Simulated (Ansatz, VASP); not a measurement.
# Ga3As3H8 (GaAs wire along [110], 6 atoms a period, H-terminated) in two plane-wave programs, part 2 of 2

Wanted: the spread between two codes on one cell, functional and k mesh. The cell is taken from a series of runs on this material, whose earlier steps may have relaxed, scaled, displaced or heated it; both programs get it as it stands.

VASP 6.6.1 and Ansatz 0.2.0.

So far: The starting structure; Ansatz: single point, HSE06.

## (3) VASP: single point, HSE06

Level of this step: HSE06; plane waves and PAW (As, H, Ga_d) (VASP).

The same cell, functional, mesh and smearing now go to VASP, with its own data sets.

Lines of VASP's logs that name or quote its potential files are left out, and so is its time.

The run reads the wave functions of an earlier VASP run, which isn't shown here.

File INCAR:

```
SYSTEM = Ga3As3H8
PREC = Accurate
ENCUT = 400
EDIFF = 1E-06
NELM = 100
ISMEAR = -1
SIGMA = 0.05
LREAL = .FALSE.
ALGO = Normal
LHFCALC = .TRUE.
AEXX = 0.25
GGA = PE
HFSCREEN = 0.208
LASPH = .TRUE.
NBANDS = 45
PRECFOCK = Fast
LORBIT = 11
LWAVE = .FALSE.
LCHARG = .FALSE.
ISIF = 2
```

File POSCAR:

```
Ga3As3H8
1.0
   12.9200000000      0.0000000000      0.0000000000
    0.0000000000     13.4460000000      0.0000000000
    0.0000000000      0.0000000000      4.1577917823
As H Ga
3 8 3
Direct
    0.4372027470      0.3435045520      0.0000000000
    0.6420709170      0.5000000000      0.5000000000
    0.4372027470      0.6564954480      0.0000000000
    0.5287845760      0.2720946740      0.0000000000
    0.3191154640      0.1910026650      0.5000000000
    0.2439535380      0.3848740040      0.5000000000
    0.3191154640      0.8089973350      0.5000000000
    0.2439535380      0.6151259960      0.5000000000
    0.7193934140      0.4147996780      0.5000000000
    0.7193934140      0.5852003220      0.5000000000
    0.5287845760      0.7279053260      0.0000000000
    0.5317866870      0.5000000000      0.0000000000
    0.3327408840      0.3063332360      0.5000000000
    0.3327408840      0.6936667640      0.5000000000
```

File KPOINTS:

```
Automatic mesh
0
Gamma
1 1 8
0 0 0
```

Potentials, in the order of the species: As, H and Ga_d (PBE family, release 64).

Started as:

```sh
$ export OMP_NUM_THREADS=3
$ mpirun -np 1 vasp_std
```

Numbers of over 12 decimals in the logs are rounded to 6 here.

The log of the run:

```text
[banner, memory and clock lines left out]
running    1 mpi-ranks, on    1 nodes
 distrk:  each k-point on    1 cores,    1 groups
 distr:  one band on    1 cores,    1 groups
 Offloading initialized ...    1 GPUs detected
 POSCAR found type information on POSCAR AsH Ga
 POSCAR found :  3 types and      14 ions
 LDA part: xc-table for (Slater+PW92), standard interpolation
 found WAVECAR, reading the header
 POSCAR, INCAR and KPOINTS ok, starting setup
 FFT: planning ... GRIDC
 FFT: planning ... GRID_SOFT
 FFT: planning ... GRID
 reading WAVECAR
 the WAVECAR file was read successfully
 initial charge from wavefunction
 entering main loop
       N       E                     dE             d eps       ncg     rms          rms(c)
DAV:   1    -0.579962297799E+02   -0.57996E+02   -0.26011E+00   756   0.177E+01    0.357E+00
DAV:   2    -0.580035700639E+02   -0.73403E-02   -0.34643E-01   596   0.445E+00    0.266E+00
DAV:   3    -0.579984350157E+02    0.51350E-02   -0.36907E-02   666   0.148E+00    0.171E+00
DAV:   4    -0.579968024447E+02    0.16326E-02   -0.44590E-03   620   0.457E-01    0.101E+00
DAV:   5    -0.579961616764E+02    0.64077E-03   -0.70017E-04   583   0.123E-01    0.581E-01
DAV:   6    -0.579959521665E+02    0.20951E-03   -0.18599E-04   639   0.612E-02    0.332E-01
DAV:   7    -0.579958732368E+02    0.78930E-04   -0.44344E-05   583   0.313E-02    0.190E-01
DAV:   8    -0.579958453981E+02    0.27839E-04   -0.12644E-05   639   0.173E-02    0.107E-01
DAV:   9    -0.579958412376E+02    0.41606E-05   -0.44240E-06   479   0.102E-02    0.612E-02
DAV:  10    -0.579958491080E+02   -0.78704E-05   -0.26315E-06   467   0.784E-03    0.343E-02
DAV:  11    -0.579958630887E+02   -0.13981E-04   -0.14418E-06   429   0.614E-03    0.200E-02
DAV:  12    -0.579958800482E+02   -0.16960E-04   -0.12034E-06   437   0.530E-03    0.114E-02
DAV:  13    -0.579958979903E+02   -0.17942E-04   -0.79478E-07   416   0.439E-03    0.698E-03
DAV:  14    -0.579959157497E+02   -0.17759E-04   -0.68366E-07   432   0.378E-03    0.456E-03
[...]
DAV:  30    -0.579960516868E+02   -0.25100E-05   -0.27484E-08   410   0.504E-04    0.510E-04
DAV:  31    -0.579960538539E+02   -0.21671E-05   -0.22627E-08   405   0.448E-04    0.457E-04
DAV:  32    -0.579960557036E+02   -0.18497E-05   -0.17993E-08   410   0.404E-04    0.410E-04
DAV:  33    -0.579960572832E+02   -0.15796E-05   -0.14333E-08   407   0.362E-04    0.368E-04
DAV:  34    -0.579960586413E+02   -0.13581E-05   -0.12259E-08   407   0.332E-04    0.330E-04
DAV:  35    -0.579960598110E+02   -0.11697E-05   -0.10773E-08   407   0.304E-04    0.297E-04
DAV:  36    -0.579960608200E+02   -0.10089E-05   -0.88649E-09   391   0.275E-04    0.266E-04
DAV:  37    -0.579960616890E+02   -0.86900E-06   -0.76477E-09   407   0.250E-04
   1 F= -.57996062E+02 E0= -.57996062E+02  d E =-.107388E-09
```

OUTCAR, selected parts (step 3):

```text
ion  position               nearest neighbor table
   1  0.437  0.344  0.000-   4 1.52  12 2.43  13 2.53  13 2.53
   2  0.642  0.500  0.500-   9 1.52  10 1.52  12 2.52  12 2.52
   3  0.437  0.656  0.000-  11 1.52  12 2.43  14 2.53  14 2.53
   4  0.529  0.272  0.000-   1 1.52
   5  0.319  0.191  0.500-  13 1.56
   6  0.244  0.385  0.500-  13 1.56
   7  0.319  0.809  0.500-  14 1.56
   8  0.244  0.615  0.500-  14 1.56
   9  0.719  0.415  0.500-   2 1.52
  10  0.719  0.585  0.500-   2 1.52
  11  0.529  0.728  0.000-   3 1.52
  12  0.532  0.500  0.000-   1 2.43   3 2.43   2 2.52   2 2.52
  13  0.333  0.306  0.500-   6 1.56   5 1.56   1 2.53   1 2.53
  14  0.333  0.694  0.500-   8 1.56   7 1.56   3 2.53   3 2.53

  LATTYP: Found a simple orthorhombic cell.
 ALAT       =     4.1577917823
 B/A-ratio  =     3.1074187156
 C/A-ratio  =     3.2339281773

 Subroutine GETGRP returns: Found  4 space group operations
 (whereof  4 operations were pure point group operations)

The static configuration has the point symmetry C_2v.

 Found      5 irreducible k-points:

   k-points           NKPTS =      5   k-points in BZ     NKDIM =      8   number of bands    NBANDS=     45

   dimension x,y,z NGX =    84 NGY =   90 NGZ =   28
   dimension x,y,z NGXF=   168 NGYF=  180 NGZF=   56

   ENCUT  =  400.0 eV  29.40 Ry    5.42 a.u.  21.07 21.93  6.78*2*pi/ulx,y,z

   NELECT =      62.0000    total number of electrons

 k-points in reciprocal lattice and weights: Automatic mesh
   0.00000000  0.00000000  0.00000000       0.125
   0.00000000  0.00000000  0.12500000       0.250
   0.00000000  0.00000000  0.25000000       0.250
   0.00000000  0.00000000  0.37500000       0.250
   0.00000000  0.00000000  0.50000000       0.125

  exchange ACFDT corr.  =         0.00000000  see jH, gK, PRB 81, 115126

 average (electrostatic) potential at core
       1 -53.4575       2 -54.5803       3 -53.4575       4 -36.3449       5 -34.1732
       6 -34.1320       7 -34.1732       8 -34.1320       9 -37.2803      10 -37.2803
      11 -36.3449      12 -66.6344      13 -65.3168      14 -65.3168

 E-fermi :  -3.2413

 k-point     1 :       0.0000    0.0000    0.0000
  band No.  band energies     occupation
    ...
     27      -5.8070      2.00000
     28      -5.5046      2.00000
     29      -5.1024      2.00000
     30      -4.4517      2.00000
     31      -4.3311      2.00000
     32      -1.2180      0.00000
     33      -0.3805      0.00000
     34      -0.3032      0.00000
     35       0.4872      0.00000
     36       0.8133      0.00000
    ...

 k-point     2 :       0.0000    0.0000    0.1250
  band No.  band energies     occupation
    ...
     27      -5.9273      2.00000
     28      -5.4881      2.00000
     29      -5.3204      2.00000
     30      -4.7539      2.00000
     31      -4.6800      2.00000
     32      -0.4979      0.00000
     33       0.1490      0.00000
     34       0.1934      0.00000
     35       0.5947      0.00000
     36       0.9332      0.00000
    ...

 k-point     3 :       0.0000    0.0000    0.2500
  band No.  band energies     occupation
    ...
     27      -6.1364      2.00000
     28      -5.8544      2.00000
     29      -5.6866      2.00000
     30      -5.0716      2.00000
     31      -5.0650      2.00000
     32      -0.0524      0.00000
     33       0.3029      0.00000
     34       0.3562      0.00000
     35       0.9696      0.00000
     36       1.4417      0.00000
    ...

  Total       -2.5073610     -2.5950338     -2.0432129      0.0000000      0.0000000      0.0000000
  in kB       -5.5617196     -5.7561916     -4.5321665      0.0000000      0.0000000      0.0000000
  external PRESSURE =      -5.2833592 kB  Pullay stress =       0.0000000 kB

  energy-cutoff  :      400.00
  volume of cell :      722.30
      direct lattice vectors                 reciprocal lattice vectors
    12.920000000  0.000000000  0.000000000     0.077399381  0.000000000  0.000000000
     0.000000000 13.446000000  0.000000000     0.000000000  0.074371560  0.000000000
     0.000000000  0.000000000  4.157791782     0.000000000  0.000000000  0.240512284

 POSITION                                       TOTAL-FORCE (eV/Angst)
 -----------------------------------------------------------------------------------
      5.64866      4.61876      0.00000         0.191449     -0.014363      0.000000
      8.29556      6.72300      2.07890         0.188631      0.000000     -0.000000
      5.64866      8.82724      0.00000         0.191449      0.014363     -0.000000
      6.83190      3.65858      0.00000        -0.176546      0.140602     -0.000000
      4.12297      2.56822      2.07890         0.019710      0.132887     -0.000000
      3.15188      5.17502      2.07890         0.091035     -0.087002     -0.000000
      4.12297     10.87778      2.07890         0.019710     -0.132887     -0.000000
      3.15188      8.27098      2.07890         0.091035      0.087002     -0.000000
      9.29456      5.57740      2.07890        -0.176481      0.167337     -0.000000
      9.29456      7.86860      2.07890        -0.176481     -0.167337     -0.000000
      6.83190      9.78742      0.00000        -0.176546     -0.140602     -0.000000
      6.87068      6.72300      0.00000        -0.068935      0.000000     -0.000000
      4.29901      4.11896      2.07890        -0.009015      0.006483     -0.000000
      4.29901      9.32704      2.07890        -0.009015     -0.006483     -0.000000
 -----------------------------------------------------------------------------------
    total drift:                               -0.009719     -0.000001     -0.000004

  FREE ENERGIE OF THE ION-ELECTRON SYSTEM (eV)
  ---------------------------------------------------
  free  energy   TOTEN  =       -57.9960616890 eV

  energy  without entropy=      -57.9960616889  energy(sigma->0) =      -57.99606169

 total charge
# of ion       s       p       d       tot
------------------------------------------
    1        1.214   1.644   0.044   2.901
    2        1.210   1.658   0.062   2.930
    3        1.214   1.644   0.044   2.901
    4        0.535   0.017   0.000   0.551
    5        0.537   0.009   0.000   0.546
    6        0.539   0.009   0.000   0.548
    7        0.537   0.009   0.000   0.546
    8        0.539   0.009   0.000   0.548
    9        0.533   0.017   0.000   0.550
   10        0.533   0.017   0.000   0.550
   11        0.535   0.017   0.000   0.551
   12        0.846   0.778   9.999  11.622
   13        0.854   0.885  10.007  11.746
   14        0.854   0.885  10.007  11.746
--------------------------------------------------
tot         10.480   7.596  30.163  48.239

[... 2 further parts left out ...]
```

## (4) Side by side

Known differences besides the potentials themselves: exact exchange at q = 0 is treated differently, which shows on coarse meshes; VASP keeps PBE cores, Ansatz makes them for the functional; the data sets hold 92 valence electrons in Ansatz (on its PAW soft_1 files) and 62 in VASP; the cutoff is 420 eV in Ansatz and 400 eV in VASP; VASP takes a coarser grid for exact exchange (PRECFOCK = Fast). Total energies have different zeros and are not compared.

Both answers:

```
              quantity  Ansatz   VASP  difference
gap on the k mesh (eV)   3.112  3.113      -0.001
```

A gap on the mesh is an upper bound, since the band edges may lie between its points.

## (5) What came out

```
difference in gap on the k mesh (single point, HSE06) : -8.6e-4 eV
```

In words: The difference in gap on the k mesh is -8.6e-4 eV (single point, HSE06), within the 0.08 eV picked in this series as the mark of a large difference. The data sets hold unlike numbers of valence electrons (92 in Ansatz and 62 in VASP), so part of the differences comes from the potentials. How closely two codes agree says nothing of how well the functional describes the real material.

[Lines on the potential files, build, host, timing and source positions are cut from VASP's logs without a mark.]

[Logs are printed without paths, hosts, clocks, repeated set-up lines and the standing remarks that a program may print on its own settings, such as how far it seeks lower states.]

[Hosts, paths, dates, database ids (printed as entryN), source tags and the programs' standing remarks are cut or masked in the printed files.]
